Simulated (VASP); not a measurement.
Consider the following.

```
LaS
1.0
    0.00000     2.92700     2.92700
    2.92700     0.00000     2.92700
    2.92700     2.92700     0.00000
S La
1 1
Direct
  0.50000   0.50000   0.50000
  0.00000   0.00000   0.00000
```

The numbers are results of SCAN meta-GGA, VASP's PBE PAW potentials (set 64) (plane waves; VASP), not measurements. Settings: 400 eV cut-off, 7×7×7 Γ-centred mesh, Gaussian smearing of 0.050 eV, potentials S La.

Q: The ions, cell shape and volume are relaxed. Which structure does the run end with?

A: 
```
LaS
1.0
    0.00000     2.93815     2.93815
    2.93815     0.00000     2.93815
    2.93815     2.93815     0.00000
S La
1 1
Cartesian
  2.93815   2.93815   2.93815
  0.00000   0.00000   0.00000
```
Space group Fm-3m (225), at a tolerance of 0.03 Å.

Q: How do energy and volume change from the first to the last step?

A: The energy (σ→0) changes by -0.9 meV/atom and the volume by +1.1 %, in 3 ionic steps.

| step | E(σ→0) (eV) | max force (eV/Å) | pressure (GPa) | volume (Å³) |
|---|---|---|---|---|
| 1 | -57.5916 | 0.000 | 1.04 | 50.15 |
| 2 | -57.5915 | 0.000 | -0.95 | 51.34 |
| 3 | -57.5934 | 0.000 | 0.02 | 50.73 |

The structure comes from a measured LaS entry (Fm-3m) of the Crystallography Open Database, whose conditions weren't checked. This run relaxes it. Symmetry was kept, so distortions that lower it aren't found. The electron count is odd and the run is not spin-polarised, which forces a metal.
